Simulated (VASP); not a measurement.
# Sr3B (Fm-3m) in VASP: reference runs

Reference runs on Sr3B: the cell as given.

All numbers are computed with VASP 6.6.1; they aren't measurements. Logs are shortened: lines on timing, memory, paths and dates and some standing lists are left out, and cuts for length are marked.

### 1 Starting point

The structure is cubic, space group Fm-3m (No. 225). Conventional cell: a = 8.088 Å, b = 8.088 Å, c = 8.088 Å, α = 90.00°, β = 90.00°, γ = 90.00°. Sr (site symmetry m-3m) has 8 Sr at 3.50 Å as nearest neighbours. Sr (site symmetry -43m) has 4 Sr at 3.50 Å and 4 B at 3.50 Å as nearest neighbours. B (site symmetry m-3m) is surrounded by 8 Sr at 3.50 Å.

The cell was built by a generator and needn't be a form met in nature.

### 2 Single point, PBE

INCAR

```
SYSTEM = Sr3B
ALGO     = Normal         ! electronic algorithm
EDIFF    = 1E-7           ! SCF threshold, eV
ENCUT    = 520            ! plane-wave cutoff, eV
GGA      = PE             ! functional
ISIF     = 2              ! what is computed and relaxed
ISMEAR   = -1             ! smearing method
LASPH    = .True.         ! aspherical terms in the spheres
LCHARG   = .True.         ! write CHGCAR
LELF     = .True.         ! ELF
LREAL    = .False.        ! projectors in reciprocal space
LVHAR    = .True.       
LWAVE    = .False.        ! write WAVECAR
NBANDS   = 24             ! bands
NELM     = 100            ! most SCF steps
PREC     = Accurate       ! precision mode
SIGMA    = 0.05           ! smearing width, eV
```

KPOINTS

```
k-points
0
Gamma
  6 6 6
  0 0 0
```

POSCAR

```
Sr3B
1.0
    0.0000000000      4.0437800000      4.0437800000
    4.0437800000      0.0000000000      4.0437800000
    4.0437800000      4.0437800000      0.0000000000
Sr B
3 1
Direct
    0.0000000000      0.0000000000      0.0000000000
    0.2500000000      0.2500000000      0.2500000000
    0.7500000000      0.7500000000      0.7500000000
    0.5000000000      0.5000000000      0.5000000000
```

Potentials or basis: VASP PAW PBE potentials, release 64 (Sr_sv, B).

Launch:

```bash
$ cat potpaw_PBE.64/Sr_sv/POTCAR potpaw_PBE.64/B/POTCAR > POTCAR
$ mpirun -np 1 vasp_std > vasp.out
```

OUTCAR:

```text
SYSTEM = Sr3B
   EDIFF = 1E-7
   ENCUT = 520
   GGA = PE
   ISIF = 2
   ISMEAR = -1
   LASPH = .True.
   LREAL = .False.
   NELM = 100
   PREC = Accurate

 ion  position               nearest neighbor table
   1  0.000  0.000  0.000-   3 3.50   3 3.50   3 3.50   2 3.50   3 3.50   2 3.50   2 3.50   2 3.50

   2  0.250  0.250  0.250-   1 3.50   1 3.50   1 3.50   1 3.50   4 3.50   4 3.50   4 3.50   4 3.50
                             3 4.04   3 4.04   3 4.04   3 4.04   3 4.04   3 4.04
   3  0.750  0.750  0.750-   4 3.50   4 3.50   4 3.50   1 3.50   4 3.50   1 3.50   1 3.50   1 3.50
                             2 4.04   2 4.04   2 4.04   2 4.04   2 4.04   2 4.04
   4  0.500  0.500  0.500-   2 3.50   2 3.50   2 3.50   2 3.50   3 3.50   3 3.50   3 3.50   3 3.50

  LATTYP: Found a face centered cubic cell.
 ALAT       =     8.0875600000

  Lattice vectors:

 A1 = (   0.0000000000,   4.0437800000,   4.0437800000)
 A2 = (   4.0437800000,   0.0000000000,   4.0437800000)
 A3 = (   4.0437800000,   4.0437800000,   0.0000000000)

Analysis of symmetry for initial positions (statically):
=====================================================================
 Subroutine PRICEL returns:
 Original cell was already a primitive cell.

 Routine SETGRP: Setting up the symmetry group for a
 face centered cubic supercell.

 Subroutine GETGRP returns: Found 48 space group operations
 (whereof 48 operations were pure point group operations)
 out of a pool of 48 trial point group operations.

The static configuration has the point symmetry O_h .

Analysis of symmetry for dynamics (positions and initial velocities):
=====================================================================
 Subroutine PRICEL returns:
 Original cell was already a primitive cell.

 Routine SETGRP: Setting up the symmetry group for a
 face centered cubic supercell.

 Subroutine GETGRP returns: Found 48 space group operations
 (whereof 48 operations were pure point group operations)
 out of a pool of 48 trial point group operations.

The dynamic configuration has the point symmetry O_h .

 Subroutine INISYM returns: Found 48 space group operations
 (whereof 48 operations are pure point group operations),
 and found     1 'primitive' translations

----------------------------------------------------------------------------------------

                                     Primitive cell

  volume of cell :     132.2490

  direct lattice vectors                    reciprocal lattice vectors
     0.000000000  4.043780000  4.043780000    -0.123646687  0.123646687  0.123646687
     4.043780000  0.000000000  4.043780000     0.123646687 -0.123646687  0.123646687
     4.043780000  4.043780000  0.000000000     0.123646687  0.123646687 -0.123646687

  length of vectors
     5.718768519  5.718768519  5.718768519     0.214162344  0.214162344  0.214162344

  position of ions in fractional coordinates (direct lattice)
     0.000000000  0.000000000  0.000000000
     0.250000000  0.250000000  0.250000000
     0.750000000  0.750000000  0.750000000
     0.500000000  0.500000000  0.500000000

  ion indices of the primitive-cell ions
   primitive index   ion index
                 1           1
                 2           2
                 3           3
                 4           4

----------------------------------------------------------------------------------------

 KPOINTS: k-points

Automatic generation of k-mesh.
 Grid dimensions read from file:
 generate k-points for:    6    6    6

 Generating k-lattice:

  Cartesian coordinates                     Fractional coordinates (reciprocal lattice)
    -0.020607781  0.020607781  0.020607781     0.166666667  0.000000000  0.000000000
     0.020607781 -0.020607781  0.020607781     0.000000000  0.166666667  0.000000000
     0.020607781  0.020607781 -0.020607781     0.000000000  0.000000000  0.166666667

  Length of vectors
     0.035693724  0.035693724  0.035693724

  Shift w.r.t. Gamma in fractional coordinates (k-lattice)
     0.000000000  0.000000000  0.000000000

 Subroutine IBZKPT returns following result:
 ===========================================

 Found     16 irreducible k-points:

 Following reciprocal coordinates:
            Coordinates               Weight
  0.000000  0.000000  0.000000      1.000000
  0.166667  0.000000  0.000000      8.000000
  0.333333  0.000000  0.000000      8.000000
  0.500000  0.000000  0.000000      4.000000
  0.166667  0.166667  0.000000      6.000000
  0.333333  0.166667  0.000000     24.000000
[... 8 lines left out ...]
 -0.333333  0.333333  0.166667     24.000000
 -0.333333  0.500000  0.166667     12.000000
   k-points           NKPTS =     16   k-points in BZ     NKDIM =     16   number of bands    NBANDS=     24
   number of dos      NEDOS =    301   number of ions     NIONS =      4
   total plane-waves  NPLWV = 110592
   dimension x,y,z NGX =    48 NGY =   48 NGZ =   48
   dimension x,y,z NGXF=    96 NGYF=   96 NGZF=   96
   ions per type =               3   1
   NGX,Y,Z   is equivalent  to a cutoff of  13.95, 13.95, 13.95 a.u.
   NGXF,Y,Z  is equivalent  to a cutoff of  27.91, 27.91, 27.91 a.u.
 SYSTEM =  Sr3B
   PREC   = accura    normal or accurate (medium, high low for compatibility)
   ISTART =      0    job   : 0-new  1-cont  2-samecut
   ICHARG =      2    charge: 1-file 2-atom 10-const
   ISPIN  =      1    spin polarized calculation?
   LNONCOLLINEAR =      F non collinear calculations
   LSORBIT =      F    spin-orbit coupling
   LASPH  =      T    aspherical Exc in radial PAW
   ENCUT  =  520.0 eV  38.22 Ry    6.18 a.u.  10.63 10.63 10.63*2*pi/ulx,y,z
   NELM   =    100;   NELMIN=  2; NELMDL= -5     # of ELM steps
   EDIFF  = 0.1E-06   stopping-criterion for ELM
   LREAL  =      F    real-space projection
   EDIFFG = 0.1E-05   stopping-criterion for IOM
   NSW    =      0    number of steps for IOM
   IBRION =     -1    ionic relax: 0-MD 1-quasi-New 2-CG
   NFREE  =      0    steps in history (QN), initial steepest desc. (CG)
   ISIF   =      2    stress and relaxation
   ISYM   =      2    0-nonsym 1-usesym 2-fastsym
   POTIM  = 0.5000    time-step for ionic-motion
   TEBEG  =    0.0;   TEEND  =   0.0 temperature during run
   PSTRESS=    0.0 pullay stress
   NELECT =      33.0000    total number of electrons
   NUPDOWN=      -1.0000    fix difference up-down
   EMIN   =  10.00;   EMAX   =-10.00  energy-range for DOS
   EFERMI =   0.00;   METHOD = LEGACY
   ISMEAR =    -1;   SIGMA  =   0.05  broadening in eV -4-tet -1-fermi 0-gaus
   EFERMI_NEDOS =   21; number of points for ismear=-14 and -15
   IALGO  =     38    algorithm
   IMIX   =      4    mixing-type and parameters
     AMIX     =   0.40;   BMIX     =  1.00
     AMIX_MAG =   1.60;   BMIX_MAG =  1.00
  volume/ion in A,a.u.               =      33.06       223.12
  Fermi-wavevector in a.u.,A,eV,Ry     =   1.030660  1.947664 14.452917  1.062259
  Thomas-Fermi vector in A             =   2.164769
   LORBIT       =      0    0 simple, 1 ext, 2 COOP (PROOUT), +10 PAW based schemes
   GGA     = PE    functional components
   LHFCALC =     F    Hartree Fock is set to
   AEXX    =    0.0000 exact exchange contribution
   IVDW    =     0    specifies the selected vdW correction
   LEPSILON=     F    determine dielectric tensor
   LRPA    =     F    only Hartree local field effects (RPA)
 non-spin polarized calculation
  energy-cutoff  :      520.00
  volume of cell :      132.25
 maximum number of plane-waves:      3593
 NGX is ok and might be reduce to    48
   NGX = 21   NGY = 21   NGZ = 21

 number of electron      33.0000000 magnetization

 Free energy of the ion-electron system (eV)
  ---------------------------------------------------
  ext. energy  EPLUGINS =         0.00000000
  ---------------------------------------------------
  free energy    TOTEN  =        -7.92622743 eV

  energy without entropy =       -7.90707364  energy(sigma->0) =       -7.91665054

 E-fermi :   2.6673     XC(G=0):  -8.5490

 val. band max:        2.5759193114   @ k =   0.3333   0.3333   0.0000
 cond. band min:       2.6887819067   @ k =   0.1667   0.1667   0.0000
 fundamental gap:      0.1128625953
 Fermi energy:         2.6673257233

 k-point     1 :       0.0000    0.0000    0.0000
  band No.  band energies     occupation
      1     -34.0069      2.00000
      2     -33.4767      2.00000
      3     -33.4588      2.00000
      4     -16.1407      2.00000
      5     -16.1407      2.00000
      6     -16.1407      2.00000
[... 16 lines left out ...]
     23       6.2776      0.00000
     24       6.2776      0.00000

 k-point     2 :       0.1667    0.0000    0.0000
  band No.  band energies     occupation
      1     -34.0047      2.00000
      2     -33.4771      2.00000
      3     -33.4608      2.00000
      4     -16.1524      2.00000
      5     -16.1524      2.00000
      6     -16.1487      2.00000
[... 16 lines left out ...]
     23       5.6340      0.00000
     24       6.1159      0.00000

 k-point     3 :       0.3333    0.0000    0.0000
  band No.  band energies     occupation
      1     -34.0002      2.00000
      2     -33.4766      2.00000
      3     -33.4661      2.00000
      4     -16.1740      2.00000
      5     -16.1740      2.00000
      6     -16.1533      2.00000
[... 16 lines left out ...]
     23       4.9061      0.00000
     24       5.7174      0.00000
[... 298 lines left out ...]
 k-point    15 :      -0.3333    0.3333    0.1667
  band No.  band energies     occupation
      1     -33.9958      2.00000
      2     -33.4742      2.00000
      3     -33.4733      2.00000
      4     -16.2280      2.00000
      5     -16.1646      2.00000
      6     -16.1577      2.00000
[... 16 lines left out ...]
     23       4.8480      0.00000
     24       5.0779      0.00000

 k-point    16 :      -0.3333    0.5000    0.1667
  band No.  band energies     occupation
      1     -33.9951      2.00000
      2     -33.4768      2.00000
      3     -33.4715      2.00000
      4     -16.2432      2.00000
      5     -16.1992      2.00000
      6     -16.1145      2.00000
[... 16 lines left out ...]
     23       5.0626      0.00000
     24       5.1244      0.00000

------------------------ aborting loop because EDIFF is reached ----------------------------------------

  FORCE on cell =-STRESS in cart. coord.  units (eV):
  Direction    XX          YY          ZZ          XY          YZ          ZX
  --------------------------------------------------------------------------------------
  -------------------------------------------------------------------------------------
  Total        0.0239833      0.0239833      0.0239833      0.0000000     -0.0000000      0.0000000
  in kB        0.2905536      0.2905536      0.2905536      0.0000000     -0.0000000      0.0000000
  external PRESSURE =       0.2905536 kB  Pullay stress =       0.0000000 kB

 VOLUME and BASIS-vectors are now :
 -----------------------------------------------------------------------------
  energy-cutoff  :      520.00
  volume of cell :      132.25
      direct lattice vectors                 reciprocal lattice vectors
     0.000000000  4.043780000  4.043780000    -0.123646687  0.123646687  0.123646687
     4.043780000  0.000000000  4.043780000     0.123646687 -0.123646687  0.123646687
     4.043780000  4.043780000  0.000000000     0.123646687  0.123646687 -0.123646687

 POSITION                                       TOTAL-FORCE (eV/Angst)
 -----------------------------------------------------------------------------------
      0.00000      0.00000      0.00000         0.000000     -0.000000      0.000000
      2.02189      2.02189      2.02189         0.000000     -0.000000      0.000000
      6.06567      6.06567      6.06567        -0.000000      0.000000     -0.000000
      4.04378      4.04378      4.04378         0.000000     -0.000000      0.000000
 -----------------------------------------------------------------------------------
    total drift:                               -0.000000     -0.000000     -0.000000

  FREE ENERGIE OF THE ION-ELECTRON SYSTEM (eV)
  ---------------------------------------------------
  free  energy   TOTEN  =        -7.9262274288 eV

  energy  without entropy=       -7.9070736438  energy(sigma->0) =       -7.91665054
```

It took 63 s on 1 thread of AMD EPYC 9R45 (Zen 5), shared host; peak memory 0.29 GiB.

Results:

| Quantity | Value |
| --- | --- |
| Free energy | -7.9262 eV |
| Pressure | 0.0 GPa |
| Band gap on the k mesh | none (metal or under the smearing width) |

Levels at points of the mesh, in eV from the Fermi level:
```csv
k point,band 12,band 13,band 14,band 15,band 16,band 17,band 18,band 19,band 20,band 21
"(0.00, 0.00, 0.00)",-18.03,-5.79,-0.87,-0.66,-0.66,-0.66,-0.19,-0.19,1.25,1.25
"(0.50, 0.00, 0.00)",-18.06,-5.11,-2.45,-0.86,-0.86,0.67,0.91,0.99,0.99,1.39
"(0.50, 0.50, 0.00)",-18.08,-5.06,-2.07,-0.78,-0.68,-0.22,-0.22,1.31,1.32,1.32
```
